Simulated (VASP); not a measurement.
Output of a VASP run:

### OSZICAR
```
       N       E                     dE             d eps       ncg     rms          rms(c)
DAV:   1     0.372141207738E+01    0.37214E+01   -0.48773E+03   960   0.101E+03
DAV:   2    -0.185315861119E+02   -0.22253E+02   -0.21246E+02  1216   0.117E+02
DAV:   3    -0.189145256843E+02   -0.38294E+00   -0.38294E+00  1080   0.180E+01
DAV:   4    -0.189155022289E+02   -0.97654E-03   -0.97654E-03  1432   0.102E+00
DAV:   5    -0.189155025377E+02   -0.30875E-06   -0.30875E-06  1040   0.144E-02    0.105E+01
DAV:   6    -0.166081034401E+02    0.23074E+01   -0.88518E+00   992   0.176E+01    0.471E+00
DAV:   7    -0.164882022073E+02    0.11990E+00   -0.52887E-01  1360   0.507E+00    0.204E+00
DAV:   8    -0.164676575596E+02    0.20545E-01   -0.27024E-02   968   0.136E+00    0.174E-01
DAV:   9    -0.164675086475E+02    0.14891E-03   -0.78601E-04  1416   0.244E-01    0.855E-02
DAV:  10    -0.164675103164E+02   -0.16689E-05   -0.64368E-05  1016   0.609E-02    0.269E-02
DAV:  11    -0.164675106142E+02   -0.29778E-06   -0.12971E-06  1272   0.946E-03
   1 F= -.13049543E+02 E0= -.13049543E+02  d E =-.130495E+02
```

**OUTCAR**
```
------------------------ aborting loop because EDIFF is reached ----------------------------------------
  FORCE on cell =-STRESS in cart. coord.  units (eV):
  Direction    XX          YY          ZZ          XY          YZ          ZX
  --------------------------------------------------------------------------------------
  Total        3.3990111      3.3990111      3.3990111     -0.0000000      0.0000000      0.0000000
  in kB      298.3361363    298.3361363    298.3361363     -0.0000000      0.0000000      0.0000000
  external PRESSURE =      -1.6638637 kB  Pullay stress =     300.0000000 kB
  volume of cell :       18.25
      direct lattice vectors                 reciprocal lattice vectors
     0.000000000  2.089821059  2.089821059    -0.239254934  0.239254934  0.239254934
     2.089821059  0.000000000  2.089821059     0.239254934 -0.239254934  0.239254934
     2.089821059  2.089821059  0.000000000     0.239254934  0.239254934 -0.239254934
  FREE ENERGIE OF THE ION-ELECTRON SYSTEM (eV)
  ---------------------------------------------------
  free  energy   TOTEN  =       -16.4675106142 eV

  energy  without entropy=      -16.4675106142  energy(sigma->0) =      -16.46751061
  enthalpy is  TOTEN    =       -13.0495427790 eV   P V=        3.4179678352

 reached required accuracy - stopping structural energy minimisation
```
(Selected blocks of OUTCAR.)

File POSCAR:
```
SiC
1
    0.0000000000     2.0898210587     2.0898210587
    2.0898210587     0.0000000000     2.0898210587
    2.0898210587     2.0898210587    -0.0000000000
Si C
1 1
Direct
  0.0000000000   0.0000000000   0.0000000000
  0.2500000000   0.2500000000   0.2500000000
```

Task: Write an INCAR and KPOINTS that could have produced this output.

Result: One answer among several that fit: the input of the run itself, LDA (Ceperley-Alder, Perdew-Zunger), plane waves, VASP's LDA PAW potentials (set 64).

**INCAR**
```
EDIFFG=-0.02
LASPH=.True.   ! aspherical one-centre terms
LREAL=.False.
LWAVE=.False.
LCHARG=.False.
SIGMA=0.05
NELM=100
PREC=Accurate
EDIFF=1E-6
NSW=40   ! most ionic steps
IBRION=2   ! conjugate gradients
ISIF=3   ! ions, shape and volume
PSTRESS=300
ISMEAR=0
SYSTEM=SiC
ENCUT=620   ! plane-wave cut-off (eV)
ALGO=Normal
```

### KPOINTS
```
Regular mesh
0
gamma
11 11 11
```

POTCAR, in this order: Si C (LDA.64 set). Program: vasp_std.

The compound is SiC in the zinc blende structure. It was relaxed first under an external pressure of 30 GPa.
